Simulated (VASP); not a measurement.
VASP ran on this input.

POSCAR:
```
CdS
1
    0.0000000000     2.8805904511     2.8805904511
    2.8805904511     0.0000000000     2.8805904511
    2.8805904511     2.8805904511     0.0000000000
Cd S
1 1
Direct
  0.0000000000   0.0000000000   0.0000000000
  0.2500000000   0.2500000000   0.2500000000
```

KPOINTS:
```
Automatic mesh
0
Gamma
7 7 7
0 0 0
```

INCAR:
```
NSW = 60   # most ionic steps
SYSTEM = CdS
LWAVE = .FALSE.
IBRION = 2
LASPH = .TRUE.   # aspherical one-centre terms
ISMEAR = 0
EDIFFG = -0.01   # ionic stop
LREAL = .FALSE.
LMAXMIX = 4
ALGO = Normal
LCHARG = .FALSE.
EDIFF = 1E-6   # SCF stop (eV)
SIGMA = 0.05
NELM = 100   # most electronic steps
ISIF = 3
PREC = Accurate
ENCUT = 400
```

POTCAR, in this order: Cd S (LDA.64 set). Program: vasp_std.

Question: Write an equivalent input for Ansatz.

Answer: One equivalent input (not run):
Ansatz 0.2 input:
```yaml
crystal:
  lattice:
    - [0.0000000, 2.8805905, 2.8805905]
    - [2.8805905, 0.0000000, 2.8805905]
    - [2.8805905, 2.8805905, 0.0000000]
  atoms:
    - { symbol: Cd, position: [0.0000000, 0.0000000, 0.0000000] }
    - { symbol: S, position: [0.2500000, 0.2500000, 0.2500000] }
kpoints:
  mp_grid: { grid: [7, 7, 7] }
hamiltonian:
  xc: lda
  pseudopotentials: { kind: paw }
scf:
  occupations: { method: gaussian, width: 0.05 }
  max_iter: 100
relax:
  max_steps: 60
  f_tol: 0.01
  cell: {}
output: { forces: true, stress: true, eigenvalues: true }
```
Limits of the translation: each code has its own PAW files, so the cut-off isn't converted (ENCUT is set for VASP's; basis.ecutwfc is left out, and Ansatz then takes the one that its files recommend); Ansatz stops its SCF on the density residual and VASP on the energy change (EDIFF); Ansatz's lda is the Perdew-Wang form, while the LDA potentials of VASP carry Perdew-Zunger's.

The compound is CdS in the zinc blende structure, a metastable form; wurtzite is the usual one. It was relaxed first. The start is the result of an earlier pass.
